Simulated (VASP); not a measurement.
# GW on AlN, part 2 of 4

How does the gap of AlN change from the starting functional to GW? The cell is of the zinc-blende type, one of the forms listed for this formula. The start is a computed cell from the Materials Project.

VASP 6.6.1, plane waves and PAW; the level of theory is named at each step.

So far, gap on the k-mesh (eV): step 3 (empty bands) 3.29.

**4. G0W0, ENCUTGW 80, bands in the sums 40**

This step: G0W0 on PBE; plane waves and PAW (Al_GW, N_GW) (VASP 6.6.1).

G0W0 keeps orbitals and screening fixed and shifts each of the lowest NBANDSGW levels once.

Contents of INCAR:

```
SYSTEM = AlN
PREC = Accurate
ENCUT = 450
ISMEAR = 0
SIGMA = 0.01
LREAL = .FALSE.
GGA = PE
NBANDS = 40
ALGO = EVGW0
NELMGW = 1
ENCUTGW = 80
NOMEGA = 64
PRECFOCK = Fast
NBANDSGW = 16
LWAVE = .FALSE.
LCHARG = .FALSE.
```

Contents of POSCAR:

```
AlN
1.0
    0.0000000000      2.1839935596      2.1839935596
    2.1839935596      0.0000000000      2.1839935596
    2.1839935596      2.1839935596      0.0000000000
Al N
1 1
Direct
    0.0000000000      0.0000000000      0.0000000000
    0.2500000000      0.2500000000      0.2500000000
```

Contents of KPOINTS:

```
Automatic mesh
0
Gamma
4 4 4
0 0 0
```

PAW data sets: Al_GW and N_GW (PBE family, release 64).

On the command line:

```
$ mpirun -np 8 vasp_std
```

What it wrote:

```text
[banner, memory and clock lines left out]
running    8 mpi-ranks, on    1 nodes
 distrk:  each k-point on    8 cores,    1 groups
 distr:  one band on    1 cores,    8 groups

 POSCAR found type information on POSCAR AlN
 POSCAR found :  2 types and       2 ions
 [... a notice as in an earlier step ...]

|                                                                             |
|           W    W    AA    RRRRR   N    N  II  N    N   GGGG   !!!           |
|           W    W   A  A   R    R  NN   N  II  NN   N  G    G  !!!           |
|           W    W  A    A  R    R  N N  N  II  N N  N  G       !!!           |
|           W WW W  AAAAAA  RRRRR   N  N N  II  N  N N  G  GGG   !            |
|           WW  WW  A    A  R   R   N   NN  II  N   NN  G    G                |
|           W    W  A    A  R    R  N    N  II  N    N   GGGG   !!!           |
|                                                                             |
|     The default for ENCUTGWSOFT is different in this version of VASP.       |
|     please manually set ENCUTGWSOFT =80 in the INCAR file.                  |
|                                                                             |

 LDA part: xc-table for (Slater+PW92), standard interpolation
 found WAVECAR, reading the header
 POSCAR, INCAR and KPOINTS ok, starting setup
 FFT: planning ... GRIDC
 FFT: planning ... GRID_SOFT
 FFT: planning ... GRID
 reading WAVECAR
 the WAVECAR file was read successfully
 initial charge from wavefunction
 available memory per node:     94.02 GB, setting MAXMEM to     96275

 The Fermi energy was updated, please check that it is located mid-gap
 values below the HOMO (VB) or above the LUMO (CB) will cause erroneous energies
 E-fermi :   6.6261

 calculate exact exchange contribution
 the WAVEDER file was read successfully
energies w=
    0.000    0.000    0.692    0.000    1.382    0.000    2.070    0.000
    2.752    0.000    3.429    0.000    4.099    0.000    4.762    0.000
    5.416    0.000    6.061    0.000    6.697    0.000    7.325    0.000
    7.944    0.000    8.554    0.000    9.157    0.000    9.753    0.000
   10.343    0.000   10.927    0.000   11.507    0.000   12.084    0.000
   12.659    0.000   13.232    0.000   13.806    0.000   14.382    0.000
   14.961    0.000   15.544    0.000   16.133    0.000   16.731    0.000
   17.338    0.000   17.957    0.000   18.590    0.000   19.239    0.000
   19.907    0.000   20.596    0.000   21.310    0.000   22.053    0.000
   22.828    0.000   23.639    0.000   24.493    0.000   25.395    0.000
   26.352    0.000   27.371    0.000   28.463    0.000   29.638    0.000
   30.909    0.000   32.293    0.000   33.809    0.000   35.479    0.000
   37.332    0.000   39.406    0.000   41.745    0.000   44.407    0.000
   47.469    0.000   51.033    0.000   55.234    0.000   60.264    0.000
   66.397    0.000   74.037    0.000   83.813    0.000   96.755    0.000
  114.675    0.000  141.084    0.000  183.793    0.000  264.408    0.000
 responsefunction array rank=      40
 LDA part: xc-table for (Slater+PW92), standard interpolation

 min. memory requirement per mpi rank     49.1 MB, per node    393.0 MB

 allocating   8 responsefunctions rank=    40
 shmem allocating  64 responsefunctions rank=    40
 response function shared by NCSHMEM nodes    1
 Doing            8  frequencies on each core in blocks of           64
NQ=   1    0.0000    0.0000    0.0000,
|.........|.........|.........|.........|.........|.........|.........|.........
 performed         28000 updates of chi_q(r,r)
 total number of BLAS operations          0.17 Gflops
NQ=   2    0.2500    0.0000    0.0000,
|.........|.........|.........|.........|.........|.........|.........|.........
 performed         92000 updates of chi_q(r,r)
 total number of BLAS operations          0.76 Gflops
NQ=   3    0.5000    0.0000    0.0000,
|.........|.........|.........|.........|.........|.........|.........|.........
 performed        146000 updates of chi_q(r,r)
 total number of BLAS operations          1.27 Gflops
NQ=   4    0.2500    0.2500    0.0000,
|.........|.........|.........|.........|.........|.........|.........|.........
 performed        210000 updates of chi_q(r,r)
 total number of BLAS operations          1.64 Gflops
NQ=   5    0.5000    0.2500    0.0000,
|.........|.........|.........|.........|.........|.........|.........|.........
 performed        302000 updates of chi_q(r,r)
 total number of BLAS operations          2.45 Gflops
NQ=   6   -0.2500    0.2500    0.0000,
|.........|.........|.........|.........|.........|.........|.........|.........
 performed        384000 updates of chi_q(r,r)
 total number of BLAS operations          3.21 Gflops
NQ=   7    0.5000    0.5000    0.0000,
|.........|.........|.........|.........|.........|.........|.........|.........
 performed        430000 updates of chi_q(r,r)
 total number of BLAS operations          3.81 Gflops
NQ=   8   -0.2500    0.5000    0.2500,
|.........|.........|.........|.........|.........|.........|.........|.........
 performed        491000 updates of chi_q(r,r)
 total number of BLAS operations          4.32 Gflops
 resolving degeneracies of screened two electron integrals

 calculate QP shifts <psi_nk| G(iteration)W_0 |psi_nk>: iteration 1
 entering main loop
```

The job ended after 6 s (8 MPI ranks of AMD EPYC 7R43, shared host; peak memory 0.66 GiB; 43 s of CPU time).

OUTCAR, selected parts (step 4):

```text
The static configuration has the point symmetry T_d .

 Found      8 irreducible k-points:

   k-points           NKPTS =      8   k-points in BZ     NKDIM =     64   number of bands    NBANDS=     40

   NELECT =       8.0000    total number of electrons

 E-fermi :   6.6261

 QP shifts <psi_nk| G(iteration)W_0 |psi_nk>: iteration 1
 for sc-GW calculations column KS-energies equals QP-energies in previous step
 and V_xc(KS)=  KS-energies - (<T + V_ion + V_H > + <T+V_H+V_ion>^1  + <V_x>^1)
 k-point   1 :       0.0000    0.0000    0.0000
  band No.  KS-energies  QP-energies   sigma(KS)   V_xc(KS)     V^pw_x(r,r')   Z            occupation Imag(sigma)
      1     -10.0154     -11.2261     -16.5030     -14.7867     -24.7606       0.7055       2.0000       1.2313
      2       4.9809       4.4955     -17.3802     -16.7580     -20.9026       0.7801       2.0000       0.0814
      3       4.9809       4.4955     -17.3802     -16.7580     -20.9026       0.7801       2.0000       0.0814
      4       4.9809       4.4955     -17.3802     -16.7580     -20.9026       0.7801       2.0000       0.0814
      5       9.1564       9.9989     -11.4565     -12.5015      -7.6621       0.8062       0.0000      -0.0726
      6      17.5052      18.6158      -8.8794     -10.2705      -4.0130       0.7983       0.0000      -0.1230
      7      17.5052      18.6158      -8.8794     -10.2705      -4.0130       0.7983       0.0000      -0.1230
      8      17.5052      18.6158      -8.8794     -10.2705      -4.0130       0.7983       0.0000      -0.1230
    ...

 k-point   2 :       0.2500    0.0000    0.0000
  band No.  KS-energies  QP-energies   sigma(KS)   V_xc(KS)     V^pw_x(r,r')   Z            occupation Imag(sigma)
      1      -9.1639     -10.3519     -16.9163     -15.2692     -25.0363       0.7212       2.0000       1.1091
      2       1.7087       0.8239     -15.4606     -14.2923     -19.2616       0.7573       2.0000       0.1181
      3       4.7233       4.1930     -17.2434     -16.5633     -20.7883       0.7797       2.0000       0.0829
      4       4.7233       4.1930     -17.2434     -16.5633     -20.7883       0.7797       2.0000       0.0829
      5      11.4195      12.4503     -11.6301     -12.9262      -7.6014       0.7953       0.0000      -0.0827
      6      15.9276      17.0762     -10.1839     -11.6541      -5.3639       0.7813       0.0000      -0.1356
      7      17.2748      18.2977      -8.8230     -10.1040      -3.8961       0.7985       0.0000      -0.1507
      8      17.2748      18.2977      -8.8230     -10.1040      -3.8961       0.7985       0.0000      -0.1507
    ...

 k-point   3 :       0.5000    0.0000    0.0000
  band No.  KS-energies  QP-energies   sigma(KS)   V_xc(KS)     V^pw_x(r,r')   Z            occupation Imag(sigma)
      1      -7.9629      -9.0807     -17.8465     -16.3042     -25.8395       0.7247       2.0000       0.9341
      2      -0.8945      -1.9776     -14.0566     -12.5698     -18.4465       0.7285       2.0000       0.2280
      3       4.4963       3.9284     -17.1584     -16.4273     -20.7440       0.7767       2.0000       0.0854
      4       4.4963       3.9284     -17.1584     -16.4273     -20.7440       0.7767       2.0000       0.0854
      5      12.3355      13.2728      -9.9532     -11.1123      -5.6792       0.8086       0.0000      -0.0832
      6      14.8321      16.0140     -11.5846     -13.1438      -6.6005       0.7580       0.0000      -0.1538
      7      16.0961      17.0159      -8.6099      -9.7607      -3.8699       0.7993       0.0000      -0.1229
      8      16.0961      17.0159      -8.6099      -9.7607      -3.8699       0.7993       0.0000      -0.1229
    ...

[... 7 parts as in an earlier step ...]

[... 5 further parts left out ...]
```

This step gave:

| Quantity | Value |
| --- | --- |
| quasiparticle gap on the mesh | 4.290 eV |
| smallest direct quasiparticle gap on the mesh | 5.503 eV |
| gap of the starting orbitals on the mesh | 3.290 eV |

GW takes the gap from 3.290 to 4.290 eV. The value holds for 40 bands, ENCUTGW = 80 eV and this mesh, and isn't shown to be converged in them.

**5. Empty bands**

This step: PBE; plane waves and PAW (Al_GW, N_GW) (VASP 6.6.1).

The empty bands are made again, for the run that follows.

Contents of INCAR:

```
SYSTEM = AlN
PREC = Accurate
ENCUT = 450
ISMEAR = 0
SIGMA = 0.01
LREAL = .FALSE.
GGA = PE
NBANDS = 48
ALGO = Exact
NELM = 1
LWAVE = .TRUE.
LCHARG = .FALSE.
LOPTICS = .TRUE.
NEDOS = 1000
CSHIFT = 0.1
```

POSCAR is that of step 4.

KPOINTS is that of step 4.

On the command line:

```
$ mpirun -np 8 vasp_std
```

What it wrote:

```text
[banner, memory and clock lines left out]
running    8 mpi-ranks, on    1 nodes
[...]
[... a notice as in an earlier step ...]

 LDA part: xc-table for (Slater+PW92), standard interpolation
 found WAVECAR, reading the header
  number of bands has changed, file:    10 present:    48
  trying to continue reading WAVECAR, but it might fail
 POSCAR, INCAR and KPOINTS ok, starting setup
[...]
reading WAVECAR
 random initialization beyond band           10
 the WAVECAR file was read successfully
 initial charge from wavefunction
 entering main loop
       N       E                     dE             d eps       ncg     rms          rms(c)
[... 1 cycle as in an earlier step ...]
   1 F= -.14825187E+02 E0= -.14825187E+02  d E =-.145398E-59
 writing wavefunctions
 optical routines
 imaginary and real dielectric function
 recalculating local potential from charge density
 direction            1
 direction            2
 direction            3
```

Run time: 2.2 s. Hardware: 8 MPI ranks; peak memory 0.65 GiB; 11 s of CPU time.

From OUTCAR (step 5):

```text
 POSITION                                       TOTAL-FORCE (eV/Angst)
 -----------------------------------------------------------------------------------
      0.00000      0.00000      0.00000         0.000000     -0.000000     -0.000000
      1.09200      1.09200      1.09200        -0.000000      0.000000      0.000000
 -----------------------------------------------------------------------------------
    total drift:                               -0.000000     -0.000000     -0.000000

[... 4 parts as in an earlier step ...]

[... 2 further parts left out ...]
[key lines of the parts left out:]
E-fermi :   5.0947
```

WAVECAR now holds 48 bands for 8 electrons.

**6. G0W0, ENCUTGW 100, bands in the sums 48**

This step: G0W0 on PBE; plane waves and PAW (Al_GW, N_GW) (VASP 6.6.1).

ENCUTGW rises to 100 eV and the bands with it, to about the number of plane waves under that cutoff.

Contents of INCAR:

```
SYSTEM = AlN
PREC = Accurate
ENCUT = 450
ISMEAR = 0
SIGMA = 0.01
LREAL = .FALSE.
GGA = PE
NBANDS = 48
ALGO = EVGW0
NELMGW = 1
ENCUTGW = 100
NOMEGA = 64
PRECFOCK = Fast
NBANDSGW = 16
LWAVE = .FALSE.
LCHARG = .FALSE.
```

POSCAR is that of step 5.

KPOINTS is that of step 5.

On the command line:

```
$ mpirun -np 8 vasp_std
```

What it wrote:

```text
[banner, memory and clock lines left out]
running    8 mpi-ranks, on    1 nodes
[...]
[... a notice as in an earlier step ...]

|                                                                             |
|           W    W    AA    RRRRR   N    N  II  N    N   GGGG   !!!           |
|           W    W   A  A   R    R  NN   N  II  NN   N  G    G  !!!           |
|           W    W  A    A  R    R  N N  N  II  N N  N  G       !!!           |
|           W WW W  AAAAAA  RRRRR   N  N N  II  N  N N  G  GGG   !            |
|           WW  WW  A    A  R   R   N   NN  II  N   NN  G    G                |
|           W    W  A    A  R    R  N    N  II  N    N   GGGG   !!!           |
|                                                                             |
|     The default for ENCUTGWSOFT is different in this version of VASP.       |
|     please manually set ENCUTGWSOFT =100 in the INCAR file.                 |
|                                                                             |

[...]
total number of BLAS operations          3.13 Gflops
NQ=   4    0.2500    0.2500    0.0000,
|.........|.........|.........|.........|.........|.........|.........|.........
 performed        253000 updates of chi_q(r,r)
 total number of BLAS operations          4.81 Gflops
NQ=   5    0.5000    0.2500    0.0000,
|.........|.........|.........|.........|.........|.........|.........|.........
 performed        364000 updates of chi_q(r,r)
 total number of BLAS operations          6.70 Gflops
NQ=   6   -0.2500    0.2500    0.0000,
|.........|.........|.........|.........|.........|.........|.........|.........
 performed        463000 updates of chi_q(r,r)
 total number of BLAS operations          8.61 Gflops
NQ=   7    0.5000    0.5000    0.0000,
|.........|.........|.........|.........|.........|.........|.........|.........
 performed        519000 updates of chi_q(r,r)
 total number of BLAS operations          9.33 Gflops
NQ=   8   -0.2500    0.5000    0.2500,
|.........|.........|.........|.........|.........|.........|.........|.........
 performed        593000 updates of chi_q(r,r)
 total number of BLAS operations         10.49 Gflops
 resolving degeneracies of screened two electron integrals

 calculate QP shifts <psi_nk| G(iteration)W_0 |psi_nk>: iteration 1
 entering main loop
[key lines of the parts left out:]
E-fermi :   6.6261
```

Elapsed: 6 s, on 8 MPI ranks; peak memory 0.71 GiB; 43 s of CPU time.

OUTCAR, selected parts (step 6):

```text
 QP shifts <psi_nk| G(iteration)W_0 |psi_nk>: iteration 1
 for sc-GW calculations column KS-energies equals QP-energies in previous step
 and V_xc(KS)=  KS-energies - (<T + V_ion + V_H > + <T+V_H+V_ion>^1  + <V_x>^1)
 k-point   1 :       0.0000    0.0000    0.0000
  band No.  KS-energies  QP-energies   sigma(KS)   V_xc(KS)     V^pw_x(r,r')   Z            occupation Imag(sigma)
      1     -10.0154     -11.2670     -16.5662     -14.7867     -24.7606       0.7033       2.0000       1.2345
      2       4.9809       4.3793     -17.5310     -16.7580     -20.9026       0.7783       2.0000       0.0796
      3       4.9809       4.3793     -17.5310     -16.7580     -20.9026       0.7783       2.0000       0.0796
      4       4.9809       4.3793     -17.5310     -16.7580     -20.9026       0.7783       2.0000       0.0796
      5       9.1564       9.9963     -11.4576     -12.5015      -7.6621       0.8045       0.0000      -0.0734
      6      17.5052      18.5555      -8.9541     -10.2705      -4.0130       0.7978       0.0000      -0.1235
      7      17.5052      18.5555      -8.9541     -10.2705      -4.0130       0.7978       0.0000      -0.1235
      8      17.5052      18.5555      -8.9541     -10.2705      -4.0130       0.7978       0.0000      -0.1235
    ...

[... 1 part as in an earlier step ...]

[... 2 further parts left out ...]
[key lines of the parts left out:]
E-fermi :   6.6261
```

The gap is now 4.385 eV, +95 meV against the GW run before.

**7. Empty bands**

This step: PBE; plane waves and PAW (Al_GW, N_GW) (VASP 6.6.1).

The empty bands are made again, for the run that follows.

Contents of INCAR:

```
SYSTEM = AlN
PREC = Accurate
ENCUT = 450
ISMEAR = 0
SIGMA = 0.01
LREAL = .FALSE.
GGA = PE
NBANDS = 64
ALGO = Exact
NELM = 1
LWAVE = .TRUE.
LCHARG = .FALSE.
LOPTICS = .TRUE.
NEDOS = 1000
CSHIFT = 0.1
```

POSCAR is that of step 6.

KPOINTS is that of step 6.

On the command line:

```
$ mpirun -np 8 vasp_std
```

What it wrote:

```text
[banner, memory and clock lines left out]
running    8 mpi-ranks, on    1 nodes
[...]
[... a notice as in an earlier step ...]

 LDA part: xc-table for (Slater+PW92), standard interpolation
 found WAVECAR, reading the header
  number of bands has changed, file:    10 present:    64
  trying to continue reading WAVECAR, but it might fail
 POSCAR, INCAR and KPOINTS ok, starting setup
[...]
reading WAVECAR
 random initialization beyond band           10
 the WAVECAR file was read successfully
 initial charge from wavefunction
 entering main loop
       N       E                     dE             d eps       ncg     rms          rms(c)
DIA:   1    -0.148251867535E+02   -0.14825E+02    0.00000E+00     0   0.000E+00
   1 F= -.14825187E+02 E0= -.14825187E+02  d E =-.623261E-47
 writing wavefunctions
 optical routines
 imaginary and real dielectric function
 recalculating local potential from charge density
 direction            1
 direction            2
 direction            3
```

Run time: 1.8 s. Hardware: 8 MPI ranks; peak memory 0.65 GiB.

From OUTCAR (step 7):

```text
  Total        0.3178358      0.3178358      0.3178358      0.0000000      0.0000000     -0.0000000
  in kB       24.4415858     24.4415858     24.4415858      0.0000000      0.0000000     -0.0000000
  external PRESSURE =      24.4415858 kB  Pullay stress =       0.0000000 kB

 POSITION                                       TOTAL-FORCE (eV/Angst)
 -----------------------------------------------------------------------------------
      0.00000      0.00000      0.00000         0.000000      0.000000      0.000000
      1.09200      1.09200      1.09200        -0.000000     -0.000000     -0.000000
 -----------------------------------------------------------------------------------
    total drift:                               -0.000000     -0.000000     -0.000000

  FREE ENERGIE OF THE ION-ELECTRON SYSTEM (eV)
  ---------------------------------------------------
  free  energy   TOTEN  =       -14.8251867535 eV

  energy  without entropy=      -14.8251867535  energy(sigma->0) =      -14.82518675

[... 1 part as in an earlier step ...]

[... 2 further parts left out ...]
[key lines of the parts left out:]
E-fermi :   5.0811
```

WAVECAR now holds 64 bands for 8 electrons.

[end of part 2 of 4]

[Lines on the potential files, build, host, timing and source positions are cut from VASP's logs without a mark.]

[Logs are printed without paths, hosts, clocks, repeated set-up lines and the standing remarks that a program may print on its own settings, such as how far it seeks lower states.]

[Hosts, paths, dates, database ids (printed as entryN), source tags and the programs' standing remarks are cut or masked in the printed files.]

[Pressures printed for these runs are not shown converged in the cutoff: they can be off by several GPa and have the wrong sign.]
